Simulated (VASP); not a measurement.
Calculation: PBE GGA, VASP's PBE PAW potentials (set 64) (plane waves; VASP).

Input for VASP

### KPOINTS
```
k-points along high-symmetry lines
15
Line-mode
Reciprocal
  0.000000   0.000000   0.000000 ! GAMMA
  0.000000   0.500000   0.000000 ! X

  0.000000   0.500000   0.000000 ! X
  0.500000   0.500000   0.000000 ! M

  0.500000   0.500000   0.000000 ! M
  0.000000   0.000000   0.000000 ! GAMMA

  0.000000   0.000000   0.000000 ! GAMMA
  0.500000   0.500000   0.500000 ! R

  0.500000   0.500000   0.500000 ! R
  0.000000   0.500000   0.000000 ! X

  0.500000   0.500000   0.500000 ! R
  0.500000   0.500000   0.000000 ! M
```

POSCAR:
```
Mg3SrO4
1
    4.6109229399     0.0000000000    -0.0000000000
    0.0000000000     4.6109229399     0.0000000000
    0.0000000000     0.0000000000     4.6109229399
Sr O Mg
1 4 3
Direct
  0.0000000000   0.0000000000   0.0000000000
  0.5000000000   0.5000000000   0.5000000000
  0.0000000000   0.0000000000   0.5000000000
  0.0000000000   0.5000000000   0.0000000000
  0.5000000000   0.0000000000   0.0000000000
  0.5000000000   0.5000000000   0.0000000000
  0.5000000000   0.0000000000   0.5000000000
  0.0000000000   0.5000000000   0.5000000000
```

### INCAR
```
! general
SYSTEM   =  Mg3SrO4
PREC     =  Accurate
ENCUT    =  500
LREAL    =  F   ! projection in real space or not
LASPH    =  T   ! aspherical one-centre terms
ICHARG   =  11

! electronic loop
EDIFF    =  1E-6   ! SCF stop (eV)
NELM     =  100
ALGO     =  Normal
LMAXMIX  =  4   ! l cut-off of mixed one-centre charges

! smearing
ISMEAR   =  0
SIGMA    =  0.05   ! width (eV)

! functional
GGA      =  PE

! output
LWAVE    =  F
LCHARG   =  F
```

POTCAR, in this order: Sr_sv O Mg (PBE.64 set). Program: vasp_std. Read from the step before: CHGCAR.

Output

**OSZICAR**
```
       N       E                     dE             d eps       ncg     rms          rms(c)
DAV:   1     0.218830049263E+03    0.21883E+03   -0.19911E+04  4500   0.145E+03
DAV:   2    -0.298413744470E+02   -0.24867E+03   -0.24318E+03  6102   0.279E+02
DAV:   3    -0.439585065079E+02   -0.14117E+02   -0.14035E+02  5689   0.721E+01
DAV:   4    -0.444144556676E+02   -0.45595E+00   -0.45575E+00  7321   0.101E+01
DAV:   5    -0.444179800961E+02   -0.35244E-02   -0.35243E-02  5776   0.839E-01
DAV:   6    -0.444180577237E+02   -0.77628E-04   -0.77627E-04  6671   0.873E-02
DAV:   7    -0.444180585492E+02   -0.82554E-06   -0.82557E-06  6101   0.984E-03
   1 F= -.44418059E+02 E0= -.44418059E+02  d E =-.626831E-21
```

**OUTCAR**
```
 val. band max:        2.7224803264   @ k =   0.0000   0.0000   0.0000

 cond. band min:       4.6715971640   @ k =   0.0000   0.0000   0.0000



 k-point     1 :       0.0000    0.0000    0.0000
  band No.  band energies     occupation
      1     -28.2024      2.00000
      2     -14.0970      2.00000
      3     -13.4221      2.00000
      4     -13.4221      2.00000
      5     -13.2981      2.00000
      6     -10.8652      2.00000
      7     -10.8652      2.00000
      8     -10.8652      2.00000
      9      -0.7223      2.00000
     10      -0.7223      2.00000
     11      -0.7223      2.00000
     12       0.7782      2.00000
     13       0.7782      2.00000
     14       0.7782      2.00000
     15       1.5034      2.00000
     16       1.5034      2.00000
     17       1.5034      2.00000
     18       2.7225      2.00000
     19       2.7225      2.00000
     20       2.7225      2.00000
     21       4.6716      0.00000
     22       8.4224      0.00000
     23       8.4224      0.00000
     24       8.4225      0.00000
     25       8.8033      0.00000

 k-point     2 :       0.0000    0.0357    0.0000
  band No.  band energies     occupation
      1     -28.2022      2.00000
      2     -14.0972      2.00000
      3     -13.4340      2.00000
      4     -13.4218      2.00000
      5     -13.3022      2.00000
      6     -10.8649      2.00000
      7     -10.8649      2.00000
      8     -10.8401      2.00000
      9      -0.7208      2.00000
     10      -0.7207      2.00000
     11      -0.7207      2.00000
     12       0.7734      2.00000
     13       0.7738      2.00000
     14       0.7738      2.00000
     15       1.4840      2.00000
     16       1.4992      2.00000
     17       1.4992      2.00000
     18       2.6897      2.00000
     19       2.7218      2.00000
     20       2.7218      2.00000
     21       4.7042      0.00000
     22       8.4285      0.00000
     23       8.4408      0.00000
     24       8.4408      0.00000
...
```

The density is held fixed in this step, so its total energy and stress have no physical meaning.

The structure was generated: Mg3SrO4 was put into an ordered model structure (Pm-3m), which need not be its known phase. It was relaxed first, which changed the volume by +11 %.
